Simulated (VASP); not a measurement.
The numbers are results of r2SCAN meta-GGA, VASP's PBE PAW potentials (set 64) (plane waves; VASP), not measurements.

A VASP calculation is set up with these files.

### KPOINTS
```
Automatic mesh
0
Gamma
6 6 4
0 0 0
```

File POSCAR:
```
MgI2
1.0
  1.9409295123  -3.3617875913   0.0000000000
  1.9409295123   3.3617875913   0.0000000000
  0.0000000000   0.0000000000   6.2098730238
Mg I
1 2
Direct
  0.0000000000   0.0000000000   0.0000000000
  0.3333330000   0.6666670000   0.2661916161
  0.6666670000   0.3333330000   0.7338083839
```

### INCAR
```
LWAVE=.FALSE.
EDIFFG=-0.01   ! ionic stop
ISIF=3   ! ions, shape and volume
ENCUT=480   ! plane-wave cut-off (eV)
LMAXMIX=4
PSTRESS=100   ! kbar
NSW=40   ! most ionic steps
ISMEAR=0
PREC=Accurate
LMIXTAU=.TRUE.
SIGMA=0.05
IBRION=2   ! conjugate gradients
ALGO=Normal   ! blocked Davidson
LREAL=.FALSE.   ! projection in real space or not
NELM=100
METAGGA=R2SCAN
SYSTEM=MgI2
LASPH=.TRUE.
EDIFF=1E-7   ! SCF stop (eV)
LCHARG=.FALSE.
```

POTCAR, in this order: Mg I (PBE.64 set). Program: vasp_std.

Output

**OUTCAR**
```
 ion  position               nearest neighbor table
   1  0.000  0.000  0.000-   2 2.78   3 2.78   3 2.78   2 2.78   3 2.78   2 2.78
   2  0.333  0.667  0.266-   1 2.78   1 2.78   1 2.78
   3  0.667  0.333  0.734-   1 2.78   1 2.78   1 2.78
  LATTYP: Found a hexagonal cell.
 ALAT       =     3.8818582123
 C/A-ratio  =     1.5997166007
 Subroutine PRICEL returns:
 Original cell was already a primitive cell.
 Subroutine GETGRP returns: Found 12 space group operations
The static configuration has the point symmetry D_3d.
The dynamic configuration has the point symmetry D_3d.
 Subroutine INISYM returns: Found 12 space group operations
 Subroutine IBZKPT returns following result:
 Found     24 irreducible k-points:

 Following reciprocal coordinates:
            Coordinates               Weight
  0.000000  0.000000  0.000000      1.000000
  0.166667 -0.000000  0.000000      6.000000
  0.333333 -0.000000  0.000000      6.000000
  0.500000 -0.000000  0.000000      3.000000
  0.166667  0.166667  0.000000      6.000000
  0.333333  0.166667  0.000000     12.000000
  0.333333  0.333333  0.000000      2.000000
...
```

OSZICAR:
```
       N       E                     dE             d eps       ncg     rms          rms(c)
DAV:   1     0.282214871306E+02    0.28221E+02   -0.61950E+03   584   0.105E+03
DAV:   2    -0.537226813674E+02   -0.81944E+02   -0.77320E+02   868   0.161E+02
DAV:   3    -0.586497942553E+02   -0.49271E+01   -0.49121E+01   696   0.470E+01
DAV:   4    -0.587208243287E+02   -0.71030E-01   -0.71004E-01   688   0.696E+00
DAV:   5    -0.587224198505E+02   -0.15955E-02   -0.15955E-02   720   0.107E+00    0.586E+00
DAV:   6    -0.573682200916E+02    0.13542E+01   -0.44026E-01   616   0.525E+00    0.496E+00
DAV:   7    -0.555778709766E+02    0.17903E+01   -0.49550E-01   588   0.500E+00    0.826E-01
DAV:   8    -0.562617093693E+02   -0.68384E+00   -0.29548E-01   608   0.482E+00    0.350E-01
DAV:   9    -0.562191461431E+02    0.42563E-01   -0.84803E-02   576   0.351E+00    0.415E-01
DAV:  10    -0.562774936496E+02   -0.58348E-01   -0.49976E-02   608   0.247E+00    0.235E-01
DAV:  11    -0.563130318065E+02   -0.35538E-01   -0.87121E-03   648   0.107E+00    0.138E-01
DAV:  12    -0.563282680214E+02   -0.15236E-01   -0.17969E-03   632   0.489E-01    0.120E-01
DAV:  13    -0.563415000546E+02   -0.13232E-01   -0.43824E-03   588   0.848E-01    0.749E-02
DAV:  14    -0.563446160468E+02   -0.31160E-02   -0.55327E-04   696   0.259E-01    0.382E-02
DAV:  15    -0.563460872613E+02   -0.14712E-02   -0.69246E-04   584   0.341E-01    0.359E-02
DAV:  16    -0.563461314268E+02   -0.44166E-04   -0.29211E-05   704   0.501E-02    0.158E-02
DAV:  17    -0.563461396730E+02   -0.82462E-05   -0.17105E-05   640   0.458E-02    0.253E-02
DAV:  18    -0.563461390740E+02    0.59898E-06   -0.10475E-05   624   0.281E-02    0.159E-02
DAV:  19    -0.563461655504E+02   -0.26476E-04   -0.10239E-05   600   0.371E-02    0.103E-02
DAV:  20    -0.563461666346E+02   -0.10842E-05   -0.27031E-07   688   0.525E-03    0.588E-03
DAV:  21    -0.563461667687E+02   -0.13402E-06   -0.26550E-08   360   0.185E-03    0.444E-03
DAV:  22    -0.563461661478E+02    0.62091E-06   -0.51094E-07   588   0.105E-02    0.135E-03
DAV:  23    -0.563461658422E+02    0.30552E-06   -0.25947E-08   312   0.211E-03    0.901E-04
DAV:  24    -0.563461654088E+02    0.43341E-06   -0.28668E-08   312   0.252E-03    0.372E-04
DAV:  25    -0.563461655617E+02   -0.15290E-06   -0.18184E-08   304   0.181E-03    0.278E-04
DAV:  26    -0.563461656253E+02   -0.63615E-07   -0.14851E-09   296   0.392E-04
   1 F= -.51288127E+02 E0= -.51288127E+02  d E =-.512881E+02
       N       E                     dE             d eps       ncg     rms          rms(c)
DAV:   1    -0.563528080956E+02   -0.66425E-02   -0.21961E-03   640   0.264E-01    0.549E-02
DAV:   2    -0.563527547101E+02    0.53386E-04   -0.96752E-05   600   0.714E-02    0.252E-02
DAV:   3    -0.563527427405E+02    0.11970E-04   -0.51010E-05   636   0.420E-02    0.145E-02
DAV:   4    -0.563527393866E+02    0.33539E-05   -0.11769E-06   812   0.104E-02    0.133E-02
DAV:   5    -0.563527441103E+02   -0.47237E-05   -0.16426E-06   636   0.124E-02    0.561E-03
DAV:   6    -0.563527368651E+02    0.72452E-05   -0.93273E-07   584   0.110E-02    0.189E-03
DAV:   7    -0.563527376284E+02   -0.76332E-06   -0.90487E-08   340   0.297E-03    0.603E-04
DAV:   8    -0.563527365935E+02    0.10350E-05   -0.54799E-08   304   0.253E-03    0.243E-04
DAV:   9    -0.563527374270E+02   -0.83351E-06   -0.23685E-08   300   0.166E-03    0.110E-04
DAV:  10    -0.563527371092E+02    0.31782E-06   -0.43974E-09   300   0.575E-04    0.255E-04
DAV:  11    -0.563527373269E+02   -0.21775E-06   -0.11185E-09   300   0.367E-04    0.132E-04
DAV:  12    -0.563527372664E+02    0.60518E-07   -0.27575E-10   292   0.169E-04
   2 F= -.51288145E+02 E0= -.51288145E+02  d E =-.187433E-04
       N       E                     dE             d eps       ncg     rms          rms(c)
DAV:   1    -0.563515809304E+02    0.11564E-02   -0.68646E-05   640   0.468E-02    0.972E-03
DAV:   2    -0.563515796475E+02    0.12829E-05   -0.30253E-06   608   0.126E-02    0.447E-03
DAV:   3    -0.563515783566E+02    0.12908E-05   -0.15911E-06   636   0.742E-03    0.256E-03
DAV:   4    -0.563515790433E+02   -0.68665E-06   -0.29472E-08   316   0.185E-03    0.219E-03
DAV:   5    -0.563515780912E+02    0.95208E-06   -0.77403E-08   320   0.252E-03    0.909E-04
DAV:   6    -0.563515793484E+02   -0.12572E-05   -0.31922E-08   300   0.200E-03    0.196E-04
DAV:   7    -0.563515792847E+02    0.63723E-07   -0.45276E-09   300   0.612E-04
   3 F= -.51288146E+02 E0= -.51288146E+02  d E =-.196581E-04
```

OUTCAR:
```
------------------------ aborting loop because EDIFF is reached ----------------------------------------
  FORCE on cell =-STRESS in cart. coord.  units (eV):
  Direction    XX          YY          ZZ          XY          YZ          ZX
  --------------------------------------------------------------------------------------
  Total        5.0602895      5.0602863      5.0431507      0.0000000      0.0000000     -0.0000000
  in kB       99.9379187     99.9378554     99.5994379      0.0000000      0.0000000     -0.0000000
  external PRESSURE =      -0.1749293 kB  Pullay stress =     100.0000000 kB
  volume of cell :       81.13
      direct lattice vectors                 reciprocal lattice vectors
     1.941850680 -3.363382974  0.000000000     0.257486327 -0.148659847  0.000000000
     1.941850680  3.363382974  0.000000000     0.257486327  0.148659847 -0.000000000
     0.000000000  0.000000000  6.210599081     0.000000000  0.000000000  0.161015063
 POSITION                                       TOTAL-FORCE (eV/Angst)
 -----------------------------------------------------------------------------------
      0.00000      0.00000      0.00000        -0.000000     -0.000000      0.000000
      1.94185      1.12113      1.65283        -0.000000     -0.000000     -0.010000
      1.94185     -1.12113      4.55777         0.000000      0.000000      0.010000
 -----------------------------------------------------------------------------------
    total drift:                               -0.000000     -0.000000      0.000000
  FREE ENERGIE OF THE ION-ELECTRON SYSTEM (eV)
  ---------------------------------------------------
  free  energy   TOTEN  =       -56.3515792847 eV

  energy  without entropy=      -56.3515792847  energy(sigma->0) =      -56.35157928
  enthalpy is  TOTEN    =       -51.2881463635 eV   P V=        5.0634329212

 reached required accuracy - stopping structural energy minimisation
```
(Selected blocks of OUTCAR.)

**CONTCAR**
```
MgI2
   1.00000000000000
     1.9418506804174556   -3.3633829743457269    0.0000000000000000
     1.9418506804174556    3.3633829743457269    0.0000000000000000
     0.0000000000000000    0.0000000000000000    6.2105990809344718
  Mg              I
     1     2
Direct
     0.0000000000000000    0.0000000000000000    0.0000000000000000
     0.3333330000000032    0.6666669999999968    0.2661308984058968
     0.6666669999999968    0.3333330000000032    0.7338691015941032
```

The compound is MgI2 in the 1T layered structure. This run relaxes it under an external pressure of 10 GPa. Symmetry was kept, so distortions that lower it aren't found.
